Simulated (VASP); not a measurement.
# How smearing and PAW data sets change a VASP run on HfC, part 2 of 3

Aim: find what the smearing and PAW data sets change for HfC, and what they cost. The atoms are off their equilibrium sites, so that forces can be compared too. The series runs use LDA. The atoms of the start are displaced at random from the sites of a Fm-3m cell.

VASP 6.6.1, plane waves and PAW; the level of theory is named at each step.

Still holding for the runs below: The k-mesh is coarse for a metal.

So far. Step 6 (Smearing: ISMEAR = -1, SIGMA = 0.5): Against the run before the energy at zero width moves by +17.39 meV an atom and the pressure by +0.93 GPa, after 12 cycles in 9.6 s. The entropy term T·S comes to 207.21 meV an atom in size.

The database entry behind the starting cell differs from later determinations by our own check (about 0.2 % long), so it need not match the best structure at ambient conditions.

## Step 7: Smearing: ISMEAR = 1, SIGMA = 0.01

Level of this step: LDA; plane waves and PAW (Hf_pv, C) (VASP).

INCAR

```
SYSTEM = HfC
PREC = Accurate
ENCUT = 520
EDIFF = 1E-06
NELM = 100
ISMEAR = 1
SIGMA = 0.01
LREAL = .FALSE.
ALGO = Normal
GGA = CA
NBANDS = 13
LASPH = .TRUE.
LORBIT = 11
LWAVE = .FALSE.
LCHARG = .FALSE.
KPAR = 2
ISIF = 2
```

POSCAR

```
HfC
1.0
    0.0000000000      2.3250000000      2.3250000000
    2.3250000000      0.0000000000      2.3250000000
    2.3250000000      2.3250000000      0.0000000000
Hf C
1 1
Direct
    0.4887240000      0.5083250000      0.4884190000
   -0.0098520000      0.0191000000     -0.0063350000
```

KPOINTS

```
Automatic mesh
0
Gamma
7 7 7
0 0 0
```

Potentials, in the order of the species: Hf_pv and C (PBE family, release 64).

The run is started by

```console
$ mpirun -np 2 vasp_std
```

What it wrote:

```text
[... set-up lines as in an earlier step ...]
 entering main loop
       N       E                     dE             d eps       ncg     rms          rms(c)
DAV:   1     0.206998934204E+02    0.20700E+02   -0.78534E+03  4480   0.106E+03
DAV:   2    -0.243664880972E+02   -0.45066E+02   -0.42130E+02  5623   0.206E+02
DAV:   3    -0.259669826150E+02   -0.16005E+01   -0.15919E+01  5622   0.283E+01
DAV:   4    -0.259761144265E+02   -0.91318E-02   -0.91309E-02  4925   0.258E+00
[...]
DAV:  10    -0.228854485779E+02    0.60543E-03   -0.20643E-03  5549   0.323E-01    0.230E-01
DAV:  11    -0.228854536430E+02   -0.50651E-05   -0.10013E-04  5072   0.890E-02    0.108E-01
DAV:  12    -0.228854528498E+02    0.79320E-06   -0.16247E-06  4606   0.108E-02
   1 F= -.22885453E+02 E0= -.22885441E+02  d E =-.344631E-04
```

Elapsed: 9 s, on 2 MPI ranks of AMD EPYC 9R45, shared host; peak memory 0.29 GiB.

From OUTCAR (step 7):

```text
  Total       -1.7265323     -1.8147431     -1.7539336     -0.0239345     -0.0269226     -0.0472613
  in kB     -110.0490822   -115.6716364   -111.7956416     -1.5255859     -1.7160435     -3.0124318
  external PRESSURE =    -112.5054534 kB  Pullay stress =       0.0000000 kB

 POSITION                                       TOTAL-FORCE (eV/Angst)
 -----------------------------------------------------------------------------------
      2.31743      2.27186      2.31814         0.235065      0.094265      0.176394
      2.35468      4.61237      2.34650        -0.235065     -0.094265     -0.176394
 -----------------------------------------------------------------------------------
    total drift:                                0.000148     -0.000002      0.000022

  FREE ENERGIE OF THE ION-ELECTRON SYSTEM (eV)
  ---------------------------------------------------
  free  energy   TOTEN  =       -22.8854528498 eV

  energy  without entropy=      -22.8854183867  energy(sigma->0) =      -22.88544136

[... 2 parts as in an earlier step ...]

[... 1 further part left out ...]
[key lines of the parts left out:]
E-fermi :   5.5101
```

Against the first of the series the energy at zero width moves by +0.04 meV an atom and the pressure by -0.03 GPa, after 12 cycles in 9 s. The entropy term T·S comes to 0.02 meV an atom in size.

## Step 8: Smearing: ISMEAR = 1, SIGMA = 0.05

INCAR, as its differences from that of step 7:

```diff
@@ -6,3 +6,3 @@
 ISMEAR = 1
-SIGMA = 0.01
+SIGMA = 0.05
 LREAL = .FALSE.
```

POSCAR is that of step 7.

KPOINTS is that of step 7.

The run is started by

```console
$ mpirun -np 2 vasp_std
```

What it wrote:

```text
[... set-up lines as in an earlier step ...]
 entering main loop
       N       E                     dE             d eps       ncg     rms          rms(c)
DAV:   1     0.206998966151E+02    0.20700E+02   -0.78534E+03  4480   0.106E+03
DAV:   2    -0.243665472394E+02   -0.45066E+02   -0.42132E+02  5623   0.206E+02
DAV:   3    -0.259669592939E+02   -0.16004E+01   -0.15920E+01  5622   0.283E+01
DAV:   4    -0.259760910523E+02   -0.91318E-02   -0.91309E-02  4925   0.258E+00
[...]
DAV:  10    -0.228856363594E+02    0.52925E-03   -0.21124E-03  5619   0.334E-01    0.746E-02
DAV:  11    -0.228856326769E+02    0.36825E-05   -0.10650E-04  4972   0.921E-02    0.600E-02
DAV:  12    -0.228856325659E+02    0.11103E-06   -0.26019E-06  5600   0.132E-02
   1 F= -.22885633E+02 E0= -.22885544E+02  d E =-.264344E-03
```

Wall time 8.8 s (2 MPI ranks); peak memory 0.29 GiB; 17 s of CPU time.

Parts of OUTCAR (step 8):

```text
  Total       -1.7344056     -1.7950165     -1.7523104     -0.0242029     -0.0212139     -0.0375383
  in kB     -110.5509281   -114.4142615   -111.6921744     -1.5426932     -1.3521739     -2.3926905
  external PRESSURE =    -112.2191213 kB  Pullay stress =       0.0000000 kB

 POSITION                                       TOTAL-FORCE (eV/Angst)
 -----------------------------------------------------------------------------------
      2.31743      2.27186      2.31814         0.233438      0.098274      0.179340
      2.35468      4.61237      2.34650        -0.233438     -0.098274     -0.179340
 -----------------------------------------------------------------------------------
    total drift:                                0.000109      0.000063      0.000083

  FREE ENERGIE OF THE ION-ELECTRON SYSTEM (eV)
  ---------------------------------------------------
  free  energy   TOTEN  =       -22.8856325659 eV

  energy  without entropy=      -22.8853682222  energy(sigma->0) =      -22.88554445

[... 2 parts as in an earlier step ...]

[... 1 further part left out ...]
[key lines of the parts left out:]
E-fermi :   5.5190
```

Against the run before the energy at zero width moves by -0.05 meV an atom and the pressure by +0.03 GPa, after 12 cycles in 8.8 s. The entropy term T·S comes to 0.13 meV an atom in size.

## Step 9: Smearing: ISMEAR = 1, SIGMA = 0.1

INCAR, as its differences from that of step 8:

```diff
@@ -6,3 +6,3 @@
 ISMEAR = 1
-SIGMA = 0.05
+SIGMA = 0.1
 LREAL = .FALSE.
```

POSCAR is that of step 8.

KPOINTS is that of step 8.

The run is started by

```console
$ mpirun -np 2 vasp_std
```

What it wrote:

```text
[... set-up lines as in an earlier step ...]
 entering main loop
       N       E                     dE             d eps       ncg     rms          rms(c)
DAV:   1     0.206999009373E+02    0.20700E+02   -0.78534E+03  4480   0.106E+03
DAV:   2    -0.243666438815E+02   -0.45067E+02   -0.42135E+02  5623   0.206E+02
DAV:   3    -0.259668714841E+02   -0.16002E+01   -0.15921E+01  5622   0.283E+01
DAV:   4    -0.259760032891E+02   -0.91318E-02   -0.91309E-02  4925   0.258E+00
[...]
DAV:  10    -0.228860704002E+02    0.51356E-03   -0.19828E-03  5614   0.328E-01    0.769E-02
DAV:  11    -0.228860676030E+02    0.27972E-05   -0.10226E-04  5007   0.898E-02    0.634E-02
DAV:  12    -0.228860673858E+02    0.21713E-06   -0.21193E-06  5311   0.122E-02
   1 F= -.22886067E+02 E0= -.22885690E+02  d E =-.113131E-02
```

It took 9.4 s on 2 MPI ranks; peak memory 0.29 GiB; 18 s of CPU time.

Parts of OUTCAR (step 9):

```text
  Total       -1.7277632     -1.7815398     -1.7517779     -0.0142237     -0.0110474     -0.0246849
  in kB     -110.1275364   -113.5552595   -111.6582356     -0.9066159     -0.7041622     -1.5734130
  external PRESSURE =    -111.7803438 kB  Pullay stress =       0.0000000 kB

 POSITION                                       TOTAL-FORCE (eV/Angst)
 -----------------------------------------------------------------------------------
      2.31743      2.27186      2.31814         0.247715      0.105809      0.191195
      2.35468      4.61237      2.34650        -0.247715     -0.105809     -0.191195
 -----------------------------------------------------------------------------------
    total drift:                                0.000118      0.000057      0.000081

  FREE ENERGIE OF THE ION-ELECTRON SYSTEM (eV)
  ---------------------------------------------------
  free  energy   TOTEN  =       -22.8860673858 eV

  energy  without entropy=      -22.8849360735  energy(sigma->0) =      -22.88569028

[... 2 parts as in an earlier step ...]

[... 1 further part left out ...]
[key lines of the parts left out:]
E-fermi :   5.5250
```

Against the run before the energy at zero width moves by -0.07 meV an atom and the pressure by +0.04 GPa, after 12 cycles in 9.4 s. The entropy term T·S comes to 0.57 meV an atom in size.

## Step 10: Smearing: ISMEAR = 1, SIGMA = 0.2

INCAR, as its differences from that of step 9:

```diff
@@ -6,3 +6,3 @@
 ISMEAR = 1
-SIGMA = 0.1
+SIGMA = 0.2
 LREAL = .FALSE.
```

POSCAR is that of step 9.

KPOINTS is that of step 9.

The run is started by

```console
$ mpirun -np 2 vasp_std
```

What it wrote:

```text
[... set-up lines as in an earlier step ...]
 entering main loop
       N       E                     dE             d eps       ncg     rms          rms(c)
DAV:   1     0.206995473738E+02    0.20700E+02   -0.78534E+03  4480   0.106E+03
DAV:   2    -0.243667159722E+02   -0.45066E+02   -0.42129E+02  5623   0.206E+02
DAV:   3    -0.259668116529E+02   -0.16001E+01   -0.15926E+01  5622   0.283E+01
DAV:   4    -0.259759424857E+02   -0.91308E-02   -0.91300E-02  4925   0.258E+00
[...]
DAV:  10    -0.228873027128E+02    0.52701E-03   -0.20029E-03  5609   0.330E-01    0.609E-02
DAV:  11    -0.228872998034E+02    0.29094E-05   -0.10468E-04  5042   0.902E-02    0.602E-02
DAV:  12    -0.228872995337E+02    0.26970E-06   -0.21225E-06  5386   0.123E-02
   1 F= -.22887300E+02 E0= -.22886500E+02  d E =-.239980E-02
```

Run time: 9 s. Hardware: 2 MPI ranks; peak memory 0.29 GiB.

Parts of OUTCAR (step 10):

```text
  Total       -1.7211451     -1.7714027     -1.7469215     -0.0094191     -0.0068554     -0.0179918
  in kB     -109.7056998   -112.9091182   -111.3486900     -0.6003760     -0.4369655     -1.1467980
  external PRESSURE =    -111.3211693 kB  Pullay stress =       0.0000000 kB

 POSITION                                       TOTAL-FORCE (eV/Angst)
 -----------------------------------------------------------------------------------
      2.31743      2.27186      2.31814         0.266371      0.112928      0.204475
      2.35468      4.61237      2.34650        -0.266371     -0.112928     -0.204475
 -----------------------------------------------------------------------------------
    total drift:                                0.000119      0.000058      0.000081

  FREE ENERGIE OF THE ION-ELECTRON SYSTEM (eV)
  ---------------------------------------------------
  free  energy   TOTEN  =       -22.8872995337 eV

  energy  without entropy=      -22.8848997348  energy(sigma->0) =      -22.88649960

[... 2 parts as in an earlier step ...]

[... 1 further part left out ...]
[key lines of the parts left out:]
E-fermi :   5.5358
```

Against the run before the energy at zero width moves by -0.40 meV an atom and the pressure by +0.05 GPa, after 12 cycles in 9 s. The entropy term T·S comes to 1.20 meV an atom in size.

## Step 11: Smearing: ISMEAR = 1, SIGMA = 0.5

INCAR, as its differences from that of step 10:

```diff
@@ -6,3 +6,3 @@
 ISMEAR = 1
-SIGMA = 0.2
+SIGMA = 0.5
 LREAL = .FALSE.
```

POSCAR is that of step 10.

KPOINTS is that of step 10.

The run is started by

```console
$ mpirun -np 2 vasp_std
```

What it wrote:

```text
[... set-up lines as in an earlier step ...]
 entering main loop
       N       E                     dE             d eps       ncg     rms          rms(c)
DAV:   1     0.206979223317E+02    0.20698E+02   -0.78534E+03  4480   0.106E+03
DAV:   2    -0.243652198811E+02   -0.45063E+02   -0.42124E+02  5623   0.206E+02
DAV:   3    -0.259659044530E+02   -0.16007E+01   -0.15919E+01  5622   0.283E+01
DAV:   4    -0.259750421015E+02   -0.91376E-02   -0.91368E-02  4925   0.258E+00
[...]
DAV:  10    -0.228872511397E+02    0.50863E-03   -0.19415E-03  5609   0.326E-01    0.541E-02
DAV:  11    -0.228872475773E+02    0.35624E-05   -0.10278E-04  5017   0.893E-02    0.575E-02
DAV:  12    -0.228872472862E+02    0.29110E-06   -0.23262E-06  5518   0.129E-02
   1 F= -.22887247E+02 E0= -.22889260E+02  d E =0.603805E-02
```

It took 9.4 s on 2 MPI ranks; peak memory 0.29 GiB; 18 s of CPU time.

OUTCAR, selected parts (step 11):

```text
  Total       -1.7181187     -1.7670015     -1.7429452     -0.0107539     -0.0082038     -0.0196442
  in kB     -109.5128001   -112.6285837   -111.0952409     -0.6854546     -0.5229111     -1.2521221
  external PRESSURE =    -111.0788749 kB  Pullay stress =       0.0000000 kB

 POSITION                                       TOTAL-FORCE (eV/Angst)
 -----------------------------------------------------------------------------------
      2.31743      2.27186      2.31814         0.266769      0.111171      0.203239
      2.35468      4.61237      2.34650        -0.266769     -0.111171     -0.203239
 -----------------------------------------------------------------------------------
    total drift:                                0.000117      0.000056      0.000079

  FREE ENERGIE OF THE ION-ELECTRON SYSTEM (eV)
  ---------------------------------------------------
  free  energy   TOTEN  =       -22.8872472862 eV

  energy  without entropy=      -22.8932853372  energy(sigma->0) =      -22.88925997

[... 2 parts as in an earlier step ...]

[... 1 further part left out ...]
[key lines of the parts left out:]
E-fermi :   5.6093
```

Against the run before the energy at zero width moves by -1.38 meV an atom and the pressure by +0.02 GPa, after 12 cycles in 9.4 s. The entropy term T·S comes to 3.02 meV an atom in size.

## Step 12: Smearing: ISMEAR = -5

INCAR, as its differences from that of step 11:

```diff
@@ -5,4 +5,4 @@
 NELM = 100
-ISMEAR = 1
-SIGMA = 0.5
+ISMEAR = -5
+SIGMA = 0.05
 LREAL = .FALSE.
```

POSCAR is that of step 11.

KPOINTS is that of step 11.

The run is started by

```console
$ mpirun -np 2 vasp_std
```

What it wrote:

```text
[... set-up lines as in an earlier step ...]
 entering main loop
       N       E                     dE             d eps       ncg     rms          rms(c)
DAV:   1     0.207400747980E+02    0.20740E+02   -0.78534E+03  4480   0.106E+03
DAV:   2    -0.243662554396E+02   -0.45106E+02   -0.42590E+02  5623   0.206E+02
DAV:   3    -0.259669860957E+02   -0.16007E+01   -0.15935E+01  5622   0.284E+01
DAV:   4    -0.259761178796E+02   -0.91318E-02   -0.91309E-02  4925   0.258E+00
[...]
DAV:  12    -0.228825457563E+02   -0.13445E-05   -0.29519E-06  5647   0.141E-02    0.269E-02
DAV:  13    -0.228825433218E+02    0.24344E-05   -0.61003E-07  2716   0.452E-03    0.394E-03
DAV:  14    -0.228825432351E+02    0.86765E-07   -0.86631E-08  2236   0.233E-03
   1 F= -.22882543E+02 E0= -.22882543E+02  d E =0.000000E+00
 -----------------------------------------------------------------------------
|                                                                             |
|           W    W    AA    RRRRR   N    N  II  N    N   GGGG   !!!           |
|           W    W   A  A   R    R  NN   N  II  NN   N  G    G  !!!           |
|           W    W  A    A  R    R  N N  N  II  N N  N  G       !!!           |
|           W WW W  AAAAAA  RRRRR   N  N N  II  N  N N  G  GGG   !            |
|           WW  WW  A    A  R   R   N   NN  II  N   NN  G    G                |
|           W    W  A    A  R    R  N    N  II  N    N   GGGG   !!!           |
|                                                                             |
|     Tetrahedron method does not include variations of the Fermi             |
|     occupations, so forces and stress will be inaccurate. We suggest        |
|     using a different smearing scheme ISMEAR = 1 or 2 for metals in         |
|     relaxations.                                                            |
|                                                                             |
 -----------------------------------------------------------------------------
```

Wall time 10 s (2 MPI ranks); peak memory 0.3 GiB; 20 s of CPU time.

From OUTCAR (step 12):

```text
  Total       -1.6945325     -1.7944520     -1.7353332     -0.0553681     -0.0616318     -0.0745376
  in kB     -108.0094155   -114.3782789   -110.6100530     -3.5291597     -3.9284079     -4.7510221
  external PRESSURE =    -110.9992491 kB  Pullay stress =       0.0000000 kB

 POSITION                                       TOTAL-FORCE (eV/Angst)
 -----------------------------------------------------------------------------------
      2.31743      2.27186      2.31814         0.163540      0.054171      0.117865
      2.35468      4.61237      2.34650        -0.163540     -0.054171     -0.117865
 -----------------------------------------------------------------------------------
    total drift:                                0.000087      0.000043      0.000055

  FREE ENERGIE OF THE ION-ELECTRON SYSTEM (eV)
  ---------------------------------------------------
  free  energy   TOTEN  =       -22.8825432351 eV

  energy  without entropy=      -22.8825432351  energy(sigma->0) =      -22.88254324

[... 2 parts as in an earlier step ...]

[... 1 further part left out ...]
[key lines of the parts left out:]
E-fermi :   5.7178
```

With tetrahedra the forces and stress of a metal are not exact derivatives of the energy.

Against the first of the series the energy at zero width moves by +1.49 meV an atom and the pressure by +0.12 GPa, after 14 cycles in 10 s.

## Step 13: The smearing series as a table

This step: convergence of LDA results with the smearing; plane waves and PAW (VASP 6.6.1).

This step runs nothing: it gathers the runs above.

One cell and one 7×7×7 mesh. Free energy against width, by row:

```csv
Fermi-Dirac width σ (eV),free energy less that at the narrowest width (meV/atom)
0.01,0
0.05,-1.42
0.1,-3.91
0.2,-12.15
0.5,-86.94
```

Differences are taken from the run with ISMEAR = -1, SIGMA = 0.01. Results of the series, by row:

```csv
setting,status,energy less the reference (meV/atom),pressure (GPa),largest force difference (meV/Å),SCF cycles,wall time (s)
"ISMEAR = -1, SIGMA = 0.01",converged,0,-11.22,0,12,8.8
"ISMEAR = -1, SIGMA = 0.05",converged,-0.4385,-11.13,24.49,12,9.4
"ISMEAR = -1, SIGMA = 0.1",converged,-1.185,-11.08,31.13,12,9.2
"ISMEAR = -1, SIGMA = 0.2",converged,-0.8233,-11,35.49,12,9.4
"ISMEAR = -1, SIGMA = 0.5",converged,16.56,-10.07,51.66,12,9.6
"ISMEAR = 1, SIGMA = 0.01",converged,0.04336,-11.25,3.224,12,9
"ISMEAR = 1, SIGMA = 0.05",converged,-0.008185,-11.22,2.749,12,8.8
"ISMEAR = 1, SIGMA = 0.1",converged,-0.0811,-11.18,11.58,12,9.4
"ISMEAR = 1, SIGMA = 0.2",converged,-0.4858,-11.13,30.18,12,9
"ISMEAR = 1, SIGMA = 0.5",converged,-1.866,-11.11,30.58,12,9.4
ISMEAR = -5,converged,1.492,-11.1,72.65,14,10.4
```

(Part 2 of 3 ends here.)

[Lines on the potential files, build, host, timing and source positions are cut from VASP's logs without a mark.]

[Logs are printed without paths, hosts, clocks, repeated set-up lines and the standing remarks that a program may print on its own settings, such as how far it seeks lower states.]

[Hosts, paths, dates, database ids (printed as entryN), source tags and the programs' standing remarks are cut or masked in the printed files.]

[A measured line is paired with the nearest computed mode of its activity, which favours agreement.]
